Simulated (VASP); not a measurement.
An input for Ansatz (written as the equivalent of a VASP run, and not itself run):

Ansatz 0.2 input:
```yaml
crystal:
  lattice:
    - [3.9104678, 0.0000000, 0.0000000]
    - [0.0000000, 3.9104678, 0.0000000]
    - [0.0000000, 0.0000000, 3.9104678]
  atoms:
    - { symbol: Tl, position: [0.0000000, 0.0000000, 0.0000000] }
    - { symbol: Br, position: [0.5000000, 0.5000000, 0.5000000] }
kpoints:
  mp_grid: { grid: [6, 6, 6] }
hamiltonian:
  xc: pbesol
  pseudopotentials: { kind: paw }
scf:
  occupations: { method: gaussian, width: 0.05 }
  max_iter: 100
output: { forces: true, stress: true, eigenvalues: true }
```

Translate this input to VASP (INCAR, KPOINTS, POSCAR, choice of POTCAR).

This is not unique; one that fits is 
**POSCAR**
```
TlBr
1
    3.9104678260    -0.0000000000    -0.0000000000
   -0.0000000000     3.9104678260    -0.0000000000
    0.0000000000    -0.0000000000     3.9104678260
Tl Br
1 1
Direct
  0.0000000000   0.0000000000   0.0000000000
  0.5000000000   0.5000000000   0.5000000000
```

**INCAR**
```
SYSTEM = TlBr
PREC = Accurate
ENCUT = 480
EDIFF = 1E-7
NELM = 100
ALGO = Normal
LREAL = .FALSE.
LASPH = .TRUE.
ISMEAR = 0
SIGMA = 0.05
GGA = PS
LMAXMIX = 4
LWAVE = .FALSE.
LCHARG = .FALSE.
ISIF = 2
```

### KPOINTS
```
Automatic mesh
0
Gamma
6 6 6
0 0 0
```

POTCAR, in this order: Tl_d Br (PBE.64 set). Program: vasp_std.

Limits of the translation: each code has its own PAW files, so the cut-off isn't converted (ENCUT is set for VASP's; basis.ecutwfc is left out, and Ansatz then takes the one that its files recommend); Ansatz stops its SCF on the density residual and VASP on the energy change (EDIFF).

The compound is TlBr in the CsCl type structure. It was relaxed first, which changed the volume by -6 %.
